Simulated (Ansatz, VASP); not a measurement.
# Cross-check of AlCd (AlCd in the L11 ordering) between VASP and Ansatz

Aim: how closely do two programs agree when they are given the same cell, functional and k mesh? The cell is generated by rule, not measured, and may not be a known phase. The cell is taken from a series of runs on this material, whose earlier steps may have relaxed, scaled, displaced or heated it; both programs get it as it stands.

Method: plane waves, with VASP 6.6.1 beside it; relaxation of cell and atoms at PBEsol, in Ansatz 0.2.0.

## 1. Starting point

The structure is trigonal, space group R-3m (No. 166). The conventional cell has a = 2.915 Å, b = 2.915 Å, c = 15.502 Å, α = 90.00°, β = 90.00°, γ = 120.00°. Nearest to Al lie 6 Al at 2.92 Å and 6 Cd at 3.08 Å. Nearest to Cd lie 6 Cd at 2.92 Å and 6 Al at 3.08 Å. Farther neighbours are not listed.

## 2. VASP: relaxation of cell and atoms, PBEsol, pair 1

The relaxed volume is the usual yardstick between codes: in a stiff, nearly cubic crystal its relative difference is about their pressure difference at one cell divided by the bulk modulus.

Lines of VASP's logs that name or quote its potential files are left out, and so is its time.

The input, INCAR:

```
SYSTEM = AlCd
PREC = Accurate
ENCUT = 500
EDIFF = 1E-07
NELM = 120
ISMEAR = 1
SIGMA = 0.2
LREAL = .FALSE.
ALGO = Normal
GGA = PS
NBANDS = 13
LORBIT = 11
LWAVE = .FALSE.
LCHARG = .FALSE.
ISIF = 3
IBRION = 2
NSW = 80
EDIFFG = -0.005
LASPH = .TRUE.
GGA_COMPAT = .FALSE.
NELMIN = 4
```

The input, POSCAR:

```
AlCd
1.0
    4.3576240000      2.2962500000      2.2962500000
    2.2962500000      4.3576240000      2.2962500000
    2.2962500000      2.2962500000      4.3576240000
Al Cd
1 1
Direct
    0.0000000000      0.0000000000      0.0000000000
    0.5000000000      0.5000000000      0.5000000000
```

The input, KPOINTS:

```
Automatic mesh
0
Gamma
12 12 12
0 0 0
```

PAW data sets: Al and Cd (PBE family, release 64).

Command:

```
$ mpirun -np 1 vasp_std
```

Numbers of over 12 decimals in the logs are rounded to 6 here.

The log of the run:

```text
[banner, memory and clock lines left out]
running    1 mpi-ranks, on    1 nodes
 distrk:  each k-point on    1 cores,    1 groups
 distr:  one band on    1 cores,    1 groups

 POSCAR found type information on POSCAR AlCd
 POSCAR found :  2 types and       2 ions
|                                                                             |
|               ----> ADVICE to this user running VASP <----                  |
|                                                                             |
|     You enforced a specific xc type in the INCAR file but a different       |
|     [... a line on the potential file left out ...]
|     I HOPE YOU KNOW WHAT YOU ARE DOING!                                     |
|                                                                             |

 LDA part: xc-table for (Slater+PW92), standard interpolation
 POSCAR, INCAR and KPOINTS ok, starting setup
 FFT: planning ... GRIDC
 FFT: planning ... GRID_SOFT
 FFT: planning ... GRID
 WAVECAR not read
 entering main loop
       N       E                     dE             d eps       ncg     rms          rms(c)
DAV:   1     0.723561499838E+02    0.72356E+02   -0.65883E+03  5090   0.954E+02
DAV:   2    -0.364369573875E+01   -0.76000E+02   -0.70991E+02  5554   0.239E+02
DAV:   3    -0.547236200343E+01   -0.18287E+01   -0.18231E+01  5944   0.389E+01
DAV:   4    -0.547995968963E+01   -0.75977E-02   -0.75967E-02  5569   0.252E+00
DAV:   5    -0.548005370183E+01   -0.94012E-04   -0.94011E-04  6099   0.305E-01    0.429E+00
DAV:   6    -0.511279334091E+01    0.36726E+00   -0.83888E-01  5647   0.139E+01    0.407E+00
DAV:   7    -0.509570712827E+01    0.17086E-01   -0.43273E-02  5839   0.182E+00    0.234E+00
DAV:   8    -0.508899973745E+01    0.67074E-02   -0.65256E-03  5589   0.966E-01    0.141E-01
DAV:   9    -0.508881763411E+01    0.18210E-03   -0.53653E-04  5589   0.266E-01    0.646E-02
DAV:  10    -0.508881183093E+01    0.58032E-05   -0.36770E-05  5494   0.672E-02    0.298E-02
DAV:  11    -0.508881182155E+01    0.93819E-08   -0.27671E-06  5344   0.145E-02    0.590E-03
DAV:  12    -0.508881195710E+01   -0.13555E-06   -0.25210E-07  5914   0.450E-03    0.104E-03
DAV:  13    -0.508881193911E+01    0.17995E-07   -0.13829E-08  2862   0.121E-03
   1 F= -.50888119E+01 E0= -.50890583E+01  d E =-.508881E+01
 curvature:   0.00 expect dE= 0.000E+00 dE for cont linesearch  0.000E+00
 trial: gam= 0.00000 g(F)=  0.403E-59 g(S)=  0.462E-03 ort = 0.000E+00 (trialstep = 0.100E+01)
 search vector abs. value=  0.462E-03
 bond charge predicted
       N       E                     dE             d eps       ncg     rms          rms(c)
DAV:   1    -0.509389512092E+01   -0.50832E-02   -0.93734E-02  5729   0.416E+00    0.517E-01
DAV:   2    -0.508937736863E+01    0.45178E-02   -0.12454E-02  5804   0.174E+00    0.184E-01
DAV:   3    -0.508908104248E+01    0.29633E-03   -0.44896E-04  5539   0.251E-01    0.138E-01
DAV:   4    -0.508898958855E+01    0.91454E-04   -0.77110E-05  5354   0.727E-02    0.199E-02
DAV:   5    -0.508898670712E+01    0.28814E-05   -0.89701E-06  5249   0.304E-02    0.452E-03
DAV:   6    -0.508898661901E+01    0.88105E-07   -0.13705E-06  5769   0.159E-02    0.231E-03
DAV:   7    -0.508898662255E+01   -0.35375E-08   -0.61628E-08  3067   0.382E-03
   2 F= -.50889866E+01 E0= -.50892477E+01  d E =-.174683E-03
 trial-energy change:   -0.000175  1 .order   -0.000171   -0.000462    0.000119
 step:   0.8004(harm=  0.7950)  dis= 0.00000  next Energy=    -5.088998 (dE=-0.187E-03)
 bond charge predicted
       N       E                     dE             d eps       ncg     rms          rms(c)
DAV:   1    -0.508919253466E+01   -0.20592E-03   -0.37123E-03  5734   0.825E-01    0.102E-01
DAV:   2    -0.508901004283E+01    0.18249E-03   -0.50274E-04  5819   0.353E-01    0.360E-02
DAV:   3    -0.508899912545E+01    0.10917E-04   -0.17696E-05  5509   0.493E-02    0.267E-02
DAV:   4    -0.508899699349E+01    0.21320E-05   -0.30460E-06  5359   0.143E-02    0.378E-03
DAV:   5    -0.508899715293E+01   -0.15943E-06   -0.36080E-07  5259   0.598E-03    0.920E-04
DAV:   6    -0.508899717443E+01   -0.21508E-07   -0.51311E-08  2692   0.317E-03
   3 F= -.50889972E+01 E0= -.50892553E+01  d E =-.185235E-03
 curvature:  -0.40 expect dE=-0.150E-05 dE for cont linesearch -0.206E-08
 trial: gam= 0.00484 g(F)=  0.193E-58 g(S)=  0.378E-05 ort = 0.155E-05 (trialstep = 0.960E+00)
 search vector abs. value=  0.381E-05
 reached required accuracy - stopping structural energy minimisation
```

From OUTCAR (step 2):

```text
ion  position               nearest neighbor table
   1  0.000  0.000  0.000-   2 3.08   2 3.08   2 3.08   2 3.08   2 3.08   2 3.08
   2  0.500  0.500  0.500-   1 3.08   1 3.08   1 3.08   1 3.08   1 3.08   1 3.08

  LATTYP: Found a trigonal (rhomboedric) cell.
 ALAT       =     5.4345574843
 COS(alpha) =     0.8561250405

 Subroutine GETGRP returns: Found 12 space group operations
 (whereof 12 operations were pure point group operations)

The static configuration has the point symmetry D_3d.

 Found    189 irreducible k-points:

   k-points           NKPTS =    189   k-points in BZ     NKDIM =    189   number of bands    NBANDS=     13

   dimension x,y,z NGX =    40 NGY =   40 NGZ =   40
   dimension x,y,z NGXF=    80 NGYF=   80 NGZF=   80

   ENCUT  =  500.0 eV  36.75 Ry    6.06 a.u.   9.91  9.91  9.91*2*pi/ulx,y,z

   NELECT =      15.0000    total number of electrons

 k-points in reciprocal lattice and weights: Automatic mesh
   0.00000000  0.00000000  0.00000000       0.001
   0.08333333 -0.00000000 -0.00000000       0.003
   0.16666667 -0.00000000 -0.00000000       0.003
   0.25000000 -0.00000000 -0.00000000       0.003
   0.33333333  0.00000000  0.00000000       0.003
   0.41666667 -0.00000000 -0.00000000       0.003
   0.50000000 -0.00000000 -0.00000000       0.002
   0.08333333  0.08333333 -0.00000000       0.003
   0.16666667  0.08333333 -0.00000000       0.007
[...]
-0.41666667  0.50000000  0.41666667       0.003
   0.50000000  0.50000000  0.50000000       0.001

 average (electrostatic) potential at core
       1 -75.4225       2 -37.1229

 E-fermi :   5.1538

 k-point     1 :       0.0000    0.0000    0.0000
  band No.  band energies     occupation
    ...
      4      -4.2265      2.00000
      5      -3.4954      2.00000
      6      -3.4954      2.00000
      7       1.1887      2.00000
      8       1.4435      2.00000
      9      16.8129      0.00000
     10      16.8129      0.00000
     11      16.9552      0.00000
     12      17.4125      0.00000
     13      17.5567      0.00000

 k-point     2 :       0.0833   -0.0000   -0.0000
  band No.  band energies     occupation
    ...
      4      -4.1551      2.00000
      5      -3.5890      2.00000
      6      -3.5086      2.00000
      7       1.1608      2.00000
      8       1.8361      2.00000
      9      14.5020      0.00000
     10      15.6869      0.00000
     11      16.6021      0.00000
     12      17.1734      0.00000
     13      18.4310      0.00000

 k-point     3 :       0.1667   -0.0000   -0.0000
  band No.  band energies     occupation
    ...
      4      -3.9556      2.00000
      5      -3.8099      2.00000
      6      -3.5446      2.00000
      7       1.3721      2.00000
      8       2.6843      2.00000
      9      11.6049      0.00000
     10      14.5331      0.00000
     11      15.4037      0.00000
     12      15.6392      0.00000
     13      17.5508      0.00000

  Total       -0.0018564     -0.0018564     -0.0018564     -0.0049413     -0.0049413     -0.0049413
  in kB       -0.0778597     -0.0778597     -0.0778597     -0.2072472     -0.2072472     -0.2072472
  external PRESSURE =      -0.0778597 kB  Pullay stress =       0.0000000 kB

  energy-cutoff  :      500.00
  volume of cell :       38.20
      direct lattice vectors                 reciprocal lattice vectors
     4.362587423  2.297515239  2.297515239     0.360041990 -0.124202584 -0.124202584
     2.297515239  4.362587423  2.297515239    -0.124202584  0.360041990 -0.124202584
     2.297515239  2.297515239  4.362587423    -0.124202584 -0.124202584  0.360041990

 POSITION                                       TOTAL-FORCE (eV/Angst)
 -----------------------------------------------------------------------------------
      0.00000      0.00000      0.00000        -0.000000      0.000000      0.000000
      4.47881      4.47881      4.47881         0.000000     -0.000000     -0.000000
 -----------------------------------------------------------------------------------
    total drift:                                0.000000      0.000000      0.000000

  FREE ENERGIE OF THE ION-ELECTRON SYSTEM (eV)
  ---------------------------------------------------
  free  energy   TOTEN  =        -5.0889971744 eV

  energy  without entropy=       -5.0897714809  energy(sigma->0) =       -5.08925528

 reached required accuracy - stopping structural energy minimisation

 total charge
# of ion       s       p       d       tot
------------------------------------------
    1        0.449   0.293   0.000   0.742
    2        0.535   0.369   9.477  10.381
--------------------------------------------------
tot          0.985   0.662   9.477  11.123

[... 3 further parts left out ...]
```

## 3. Ansatz: relaxation of cell and atoms, PBEsol, pair 1

Ansatz runs on its default PAW (the set named soft_2) files.

The same cell, functional, mesh and smearing now go to Ansatz, which takes its cutoff from its data sets.

The input, input.yaml:

```yaml
crystal:
  lattice:
    - [4.3576241442, 2.2962500874, 2.2962500874]
    - [2.2962500874, 4.3576241442, 2.2962500874]
    - [2.2962500874, 2.2962500874, 4.3576241442]
  atoms:
    - { symbol: Al, position: [0.0, 0.0, 0.0] }
    - { symbol: Cd, position: [0.5, 0.5, 0.5] }
kpoints:
  mp_grid: { grid: [12, 12, 12] }
hamiltonian:
  xc: pbesol
scf:
  occupations: { method: methfessel_paxton, width: 0.2 }
output:
  forces: true
  stress: true
  eigenvalues: true
relax:
  adjacent_minimum: "off"
  f_tol: 0.001
  max_steps: 60
  cell: { stress_tol: 0.01 }
```

Command:

```
$ ansatz run input.yaml --threads 4 --pin off --max-ram 8192MiB --backend cpu --events-out ev --progress --plain --runs-dir out
```

The log of the run:

```text
basis.fft_grid_basis auto: the FFT boxes are laid along the combinations [[1, 0, -1], [0, 1, -1], [0, 0, 1]] of the cell's own vectors, 2.915, 2.915 and 5.435 Å long. The dense box has 20×20×40 points. Along the cell's own vectors, as sized, it would have 40×40×40, 4.00 times as many. Of the 12 symmetry operations that the crystal satisfies within crystal.symmetry.tolerance (time reversal apart; of a slab, those that [...]
Engine: ansatz 0.2.0, aarch64-unknown-linux-gnu
Pseudopotentials: kind: paw
Pseudopotential: Al, paw, valence charge 3, recommended cutoff 420 eV (normal), Al.paw.azcp
Pseudopotential: Cd, paw, valence charge 20, recommended cutoff 420 eV (normal), Cd.paw.azcp
Functional definition: PBEsol
  exchange = pbesol_x
  correlation = pbesol_c
Crystal: 2 atoms, lattice volume = 38.031 Å³
Basis set: ecut = 420 eV, 743 PW (Γ), FFT grids on a1−a3, a2−a3, a3, exchange–correlation on 40×40×80 points (8 copies of the dense FFT grid, shifted against one another)
Bands: 16, of which v1, the nominal top of the filled ones, is band 12 counted from 1 (11 counted from 0)
Symmetry: 12 space group operations
Space group: R-3m (ITA 166), of the structure as read, at distance tolerance 3.4e-5 Å
k-points: 189 of 1728
Non-local potential: Al, projectors of the file, l = 0: 2, l = 1: 2, l = 2: 1
Non-local potential: Cd, projectors of the file, l = 0: 3, l = 1: 2, l = 2: 2, l = 3: 1
PAW form: soft (Blöchl's): semilocal exchange-correlation on the pseudo side does not see the compensation charge
PAW frozen core: Al, regenerated for the run's functional, and the local potential with it (the file was generated under x = pbe(κ = 0.804, μ = 0.219515), c = pbe(β = 0.066725))
PAW frozen core: Cd, regenerated for the run's functional, and the local potential with it (the file was generated under x = pbe(κ = 0.804, μ = 0.219515), c = pbe(β = 0.066725))
PAW one-centre angular grid: Al, 110 points (default); XC on 64 Gauss nodes
PAW one-centre angular grid: Cd, 590 points (default); XC on 64 Gauss nodes
Initial density: superposition of atomic densities (neutral atoms: chi_scale 0, normalization atom), corrected by the library's trained network
Initial wavefunctions: pseudopotential atomic-orbital guess
Functional: x = pbesol(κ = 0.804, μ = 0.123457), c = pbesol(β = 0.046)
SCF iter   1: F=—  HF=-8708.413182 eV  |F-HF|=—  |Δ(HF+E_count)|=         —  Δρ=4.84e-3  dr2=1.05e-2  ethr=1.77e-3  ⟨swp⟩=4.7  Hψ=13420  notcnv=0
preconditioner: auto → none  [metal: Δε(μ)=0.011 eV  Ē_g=12.505 eV  σ=0.200 eV  W_gap=0.05  n_scr=4 (ndim 8)  ℏωp=23.3 eV  f_vac=0.000  D(μ)=0.56/eV (n_scr^D=2)  sad-step TF]
SCF iter   2: F=—  HF=-8708.411034 eV  |F-HF|=—  |Δ(HF+E_count)|=   2.15e-3  S|Δr|=    0.00e0  Δρ=1.95e-3  dr2=3.62e-3  ethr=4.58e-5  ⟨swp⟩=2.0  Hψ=5900  notcnv=0
SCF iter   3: F=—  HF=-8708.410688 eV  |F-HF|=—  |Δ(HF+E_count)|=   3.47e-4  S|Δr|=    0.00e0  Δρ=1.50e-3  dr2=2.74e-3  ethr=1.57e-5  ⟨swp⟩=1.9  Hψ=3302  notcnv=0
SCF iter   4: F=—  HF=-8708.409904 eV  |F-HF|=—  |Δ(HF+E_count)|=   7.83e-4  S|Δr|=    0.00e0  Δρ=3.06e-4  dr2=2.38e-5  ethr=1.19e-5  ⟨swp⟩=2.4  Hψ=3900  notcnv=0
SCF iter   5: F=—  HF=-8708.409880 eV  |F-HF|=—  |Δ(HF+E_count)|=   2.45e-5  S|Δr|=    0.00e0  Δρ=3.72e-5  dr2=4.32e-7  ethr=1.03e-7  ⟨swp⟩=2.4  Hψ=5184  notcnv=0
SCF iter   6: F=-8708.409880 eV  HF=-8708.409880 eV  |F-HF|=1.21e-9  |Δ(HF+E_count)|=   3.17e-9  S|Δr|=    0.00e0  Δρ=4.03e-6  dr2=3.43e-9  ethr=4.35e-10  ⟨swp⟩=5.7  Hψ=12860  notcnv=0
SCF 1 converged in 6 iterations: F = -8708.409880 eV  dr2 = 3.43e-9
  greatest PAW one-centre occupation: 1.000 electrons in one spin orbital (limit 2), on the Cd atom at site 1 (counted from 0), in its partial waves of l = 0
relax step   1: F+E_penalty+E_count = -8708.40987959 eV  Δ(F+E_penalty+E_count) = +0.000e0 eV  max|allowed force component| = 1.349e-28 eV/Å  Δτ_max = 0.0000 Å  P = +0.027 GPa  Ω = 38.031 Å³  (6 SCF iters, dr2 threshold 1.00e-7 eV, accepted)
[...]
relax step   2: F+E_penalty+E_count = -8708.40987612 eV  Δ(F+E_penalty+E_count) = +3.463e-6 eV  max|allowed force component| = 6.837e-29 eV/Å  Δτ_max = 0.0000 Å  P = -0.013 GPa  Ω = 38.051 Å³  energy of the carried Pulay correction = -5.802e-6 eV  (4 SCF iters, dr2 threshold 4.29e-9 eV, accepted)
[...]
relax step   3: F+E_penalty+E_count = -8708.40987834 eV  Δ(F+E_penalty+E_count) = -2.215e-6 eV  max|allowed force component| = 5.406e-28 eV/Å  Δτ_max = 0.0000 Å  P = -0.002 GPa  Ω = 38.044 Å³  energy of the carried Pulay correction = -3.984e-6 eV  (4 SCF iters, dr2 threshold 8.50e-10 eV, accepted)
[...]
relax step   4: F+E_penalty+E_count = -8708.40988068 eV  Δ(F+E_penalty+E_count) = -2.341e-6 eV  max|allowed force component| = 1.222e-27 eV/Å  Δτ_max = 0.0000 Å  P = -0.002 GPa  Ω = 38.044 Å³  stress off target by 4.59e-3 GPa  SCF on the basis re-selected at this cell (its energy is not comparable with the rows above)  (5 SCF iters)
basis re-selected at this cell: Δ(F+E_penalty+E_count) = -2.341e-6 eV, ΔP = +0.000 GPa vs the last step (what re-selecting the basis moved, of the pressure what is left beyond the Pulay correction that the steps carried, after the strain that the cell walked since its last selection, with what the two solves' SCF thresholds leave and, on support functions, any second-order correction that the steps lacked; it is no m [...]
SCF converged after 5 iterations
Stability not checked: this state was not tested for a lower state beside it, because cold or Methfessel-Paxton smearing, or corrected tetrahedra, fill the levels in a way that the test cannot read (fill_not_monotonic; see scf.lower_state_search)
Free energy (F): -8708.409881 eV
Harris-Foulkes:  -8708.409881 eV  (|F-HF|=1.82e-12)
Internal energy: -8708.410654 eV  (E = F + TS)
E sigma→0 (E₀):  -8708.410074 eV
Entropy (-TS):   0.000773 eV (0.386 meV/atom)
Fermi energy:    11.807191 eV
--- Per-component energies (eV) ---
  E_band       = -431.537386
  E_kinetic    = 526.855130
  E_local      = -4162.006119  (includes V_loc(G=0)·N_el)
  E_nonlocal   = 45.325056
  E_hartree    = 1974.663421
  E_xc         = -215.276884
  E_vxc        = -250.802774  (∫ρ·V_xc dr)
  E_paw        = -4466.630076  (= ΣΔE_a)
  E_vpaw       = -540.235555  (= ΣTr[D̂ρ^β])
  E_aug_tail   = 0.000010  (compensation charges beyond the density's cutoff)
  E_ewald      = -2411.702291
  E_core_change = 0.361099  (= ΣΔE_core)
  E_smearing   = 0.000773  (= −TS)
  E_closure    = -0.000000  (closes the sum)
  Σ components = -8708.409881   (vs F -8708.409881, Δ=0.00e0)
--- Forces (eV/Å), atoms counted from 1 ---
  atom   1  Al     0.00000000    -0.00000000     0.00000000
  atom   2  Cd    -0.00000000     0.00000000    -0.00000000
  max |Σ_I F_I| component: 2.40e-27 eV/Å
--- Stress (GPa, compression-positive) ---
       -0.001883      -0.001355      -0.001355
       -0.001355      -0.001883      -0.001355
       -0.001355      -0.001355      -0.001883
  P = ⅓ Tr σ = -0.0019 GPa (-0.019 kbar)
--- Band table (eV; the first three rows and the last of 189) ---
  k-point 0: bands = [... 8 lower, 3.1616, 3.1616, 7.8303, 8.0973, 23.4512, 23.4512, 23.4594, 24.0265]
  k-point 1: bands = [... 8 lower, 3.0666, 3.1482, 7.8077, 8.4861, 21.1385, 22.3307, 23.1447, 23.7811]
  k-point 2: bands = [... 8 lower, 2.8425, 3.1119, 8.0215, 9.3345, 18.2509, 21.1892, 22.0057, 22.2164]
  k-point 188: bands = [... 8 lower, 3.1632, 3.1632, 3.7016, 14.5847, 15.6825, 23.6332, 23.6332, 23.7599]
--- Relaxed structure (3 steps of the walk, 3 accepted, 1 SCFs on fresh bases) ---
  F+E_penalty+E_count = -8708.40988068 eV   max|allowed force component| = 1.222e-27 eV/Å   (the final SCF, on the basis selected at the relaxed cell)
  cell:  # Å, volume = 38.0442 Å³
    - [4.357405, 2.295483, 2.295483]
    - [2.295483, 4.357405, 2.295483]
    - [2.295483, 2.295483, 4.357405]
  atoms:
    - { symbol: Al, position: [0, 0, 0] }
    - { symbol: Cd, position: [0.500000, 0.500000, 0.500000] }
```

## 4. Side by side

Known differences besides the potentials themselves: the data sets hold 23 valence electrons in Ansatz (on its default PAW (the set named soft_2) files) and 15 in VASP; the cutoff is 420 eV in Ansatz and 500 eV in VASP; Ansatz makes its cores anew for this functional, VASP keeps those of its PBE data sets; Ansatz adds a Pulay correction to the stress that steers its cell, VASP none. Total energies have different zeros and are not compared.

The two programs side by side:

| quantity | Ansatz | VASP | difference |
| --- | --- | --- | --- |
| volume (Å³) | 38.04 | 38.20 | -0.41 % |
| edge a after relaxation, in the typed setting (Å) | 5.434 | 5.440 | -0.11 % |

[end of part 1 of 2]

[Lines on the potential files, build, host, timing and source positions are cut from VASP's logs without a mark.]

[Logs are printed without paths, hosts, clocks, repeated set-up lines and the standing remarks that a program may print on its own settings, such as how far it seeks lower states.]

[Hosts, paths, dates, database ids (printed as entryN), source tags and the programs' standing remarks are cut or masked in the printed files.]
